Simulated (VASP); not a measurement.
A VASP calculation is set up with these files.

### POSCAR
```
K2S
1.0
  0.0000000000   3.6982576693   3.6982576693
  3.6982576693   0.0000000000   3.6982576693
  3.6982576693   3.6982576693   0.0000000000
K S
2 1
Cartesian
  1.8491288347   1.8491288347   1.8491288347
  5.5473865040   5.5473865040   5.5473865040
  3.6982576693   3.6982576693   0.0000000000
```

### INCAR
```
ALGO  =  Normal   ! blocked Davidson
NELM  =  100   ! most electronic steps
LCHARG  =  .TRUE.
ENCUT  =  520   ! plane-wave cut-off (eV)
ISMEAR  =  -5
LORBIT  =  11   ! lm-projected
LWAVE  =  .FALSE.
LEFG  =  .TRUE.
GGA  =  PE   ! PBE
IVDW  =  11   ! D3, zero damping
LREAL  =  .FALSE.   ! projection in real space or not
NEDOS  =  601   ! DOS grid
PREC  =  Accurate
ISIF  =  2
SYSTEM  =  K2S
EDIFF  =  1E-7   ! SCF stop (eV)
LASPH  =  .TRUE.   ! aspherical one-centre terms
```

File KPOINTS:
```
kpoints
0
gamma
  6 6 6
```

POTCAR, in this order: K_sv S (PBE.64 set). Program: vasp_std.

Task: Write an equivalent input for Quantum ESPRESSO's pw.x.

Result: One equivalent input (not run):
```
&CONTROL
  calculation = 'scf'
  pseudo_dir = './pseudo'
  outdir = './out'
  tprnfor = .true.
  tstress = .true.
/
&SYSTEM
  ibrav = 0
  nat = 3
  ntyp = 2
  ecutwfc = 74
  occupations = 'tetrahedra'
  input_dft = 'pbe'
  vdw_corr = 'grimme-d3'
  dftd3_version = 3
  dftd3_threebody = .false.
/
&ELECTRONS
  conv_thr = 7.3e-09
  electron_maxstep = 100
/
ATOMIC_SPECIES
  K 39.098 K.upf
  S 32.060 S.upf
CELL_PARAMETERS angstrom
     0.0000000    3.6982577    3.6982577
     3.6982577    0.0000000    3.6982577
     3.6982577    3.6982577   -0.0000000
ATOMIC_POSITIONS crystal
  K    0.2500000  0.2500000  0.2500000
  K    0.7500000  0.7500000  0.7500000
  S    0.0000000  0.0000000  1.0000000
K_POINTS automatic
  6 6 6 0 0 0
```
The two are equivalent in intent, not identical: the potentials are each code's own (VASP's PAW set, PseudoDojo norm-conserving files in pw.x), so ENCUT and ecutwfc are chosen apart and not converted; conv_thr bounds pw.x's estimated SCF error, while EDIFF bounds the energy change between steps; the field gradients of LEFG aren't asked of the other code.

The compound is K2S in the antifluorite structure. It was relaxed first.
